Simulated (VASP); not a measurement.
All values below come from PBEsol GGA, VASP's PBE PAW potentials (set 64) (plane waves; VASP).

The input files of a VASP run:

**POSCAR**
```
Be3CdTe4
1
    5.8461533307    -0.0000000000     0.0000000000
    0.0000000000     5.8461533307    -0.0000000000
   -0.0000000000    -0.0000000000     5.8461533307
Cd Te Be
1 4 3
Direct
  1.0000000000   0.0000000000   1.0000000000
  0.2686707111   0.2686707111   0.2686707111
  0.7313292889   0.7313292889   0.2686707111
  0.7313292889   0.2686707111   0.7313292889
  0.2686707111   0.7313292889   0.7313292889
  0.5000000000   0.5000000000   1.0000000000
  0.5000000000   0.0000000000   0.5000000000
  1.0000000000   0.5000000000   0.5000000000
```

### KPOINTS
```
Automatic mesh
0
G
 4 4 4
0 0 0
```

### INCAR
```
SYSTEM = Be3CdTe4
PREC = Accurate
ENCUT = 400
EDIFF = 1E-6
NELM = 100
ALGO = Normal
LREAL = .FALSE.
LASPH = .TRUE.
ISMEAR = 0
SIGMA = 0.05
GGA = PS
LMAXMIX = 4
LWAVE = .FALSE.
LCHARG = .FALSE.
IBRION = 2
ISIF = 3
NSW = 60
EDIFFG = -0.02
```

POTCAR, in this order: Cd Te Be (PBE.64 set). Program: vasp_std.

The run wrote:

OSZICAR:
```
       N       E                     dE             d eps       ncg     rms          rms(c)
DAV:   1     0.186021092523E+03    0.18602E+03   -0.14803E+04   520   0.109E+03
DAV:   2    -0.170355867050E+02   -0.20306E+03   -0.19940E+03   622   0.230E+02
DAV:   3    -0.300895070567E+02   -0.13054E+02   -0.13021E+02   702   0.649E+01
DAV:   4    -0.303040451707E+02   -0.21454E+00   -0.21444E+00   704   0.780E+00
DAV:   5    -0.303068666465E+02   -0.28215E-02   -0.28209E-02   694   0.931E-01    0.923E+00
DAV:   6    -0.297642741845E+02    0.54259E+00   -0.11524E+00   644   0.105E+01    0.673E+00
DAV:   7    -0.296607713106E+02    0.10350E+00   -0.57304E-01   684   0.393E+00    0.232E+00
DAV:   8    -0.296601547335E+02    0.61658E-03   -0.64778E-02   604   0.246E+00    0.720E-01
DAV:   9    -0.296605793413E+02   -0.42461E-03   -0.59710E-03   610   0.823E-01    0.221E-01
DAV:  10    -0.296605343029E+02    0.45038E-04   -0.20000E-03   650   0.410E-01    0.391E-02
DAV:  11    -0.296605557706E+02   -0.21468E-04   -0.27535E-04   608   0.108E-01    0.326E-02
DAV:  12    -0.296605502016E+02    0.55690E-05   -0.23378E-05   692   0.472E-02    0.212E-02
DAV:  13    -0.296605566187E+02   -0.64171E-05   -0.95596E-06   586   0.165E-02    0.742E-03
DAV:  14    -0.296605565487E+02    0.70039E-07   -0.27143E-06   584   0.159E-02
   1 F= -.29660557E+02 E0= -.29660557E+02  d E =-.296606E+02
```

OUTCAR:
```
------------------------ aborting loop because EDIFF is reached ----------------------------------------
  FORCE on cell =-STRESS in cart. coord.  units (eV):
  Direction    XX          YY          ZZ          XY          YZ          ZX
  --------------------------------------------------------------------------------------
  Total       -0.1530039     -0.1530039     -0.1530039     -0.0000000     -0.0000000     -0.0000000
  in kB       -1.2268808     -1.2268808     -1.2268808     -0.0000000     -0.0000000     -0.0000000
  external PRESSURE =      -1.2268808 kB  Pullay stress =       0.0000000 kB
  volume of cell :      199.81
      direct lattice vectors                 reciprocal lattice vectors
     5.846153331  0.000000000  0.000000000     0.171052647  0.000000000  0.000000000
     0.000000000  5.846153331  0.000000000     0.000000000  0.171052647  0.000000000
     0.000000000  0.000000000  5.846153331     0.000000000  0.000000000  0.171052647
 POSITION                                       TOTAL-FORCE (eV/Angst)
 -----------------------------------------------------------------------------------
      0.00000      0.00000      0.00000         0.000000     -0.000000      0.000000
      1.57069      1.57069      1.57069         0.005929      0.005929      0.005929
      4.27546      4.27546      1.57069        -0.005929     -0.005929      0.005929
      4.27546      1.57069      4.27546        -0.005929      0.005929     -0.005929
      1.57069      4.27546      4.27546         0.005929     -0.005929     -0.005929
      2.92308      2.92308      0.00000         0.000000     -0.000000      0.000000
      2.92308      0.00000      2.92308         0.000000      0.000000      0.000000
      0.00000      2.92308      2.92308         0.000000      0.000000      0.000000
 -----------------------------------------------------------------------------------
    total drift:                               -0.000000     -0.000000     -0.000000
  FREE ENERGIE OF THE ION-ELECTRON SYSTEM (eV)
  ---------------------------------------------------
  free  energy   TOTEN  =       -29.6605565487 eV

  energy  without entropy=      -29.6605565486  energy(sigma->0) =      -29.66055655

 reached required accuracy - stopping structural energy minimisation
```
(Selected blocks of OUTCAR.)

The structure was generated: Be3CdTe4 was put into an ordered model structure (P-43m), which need not be its known phase. It was relaxed first. The start is the result of an earlier pass.
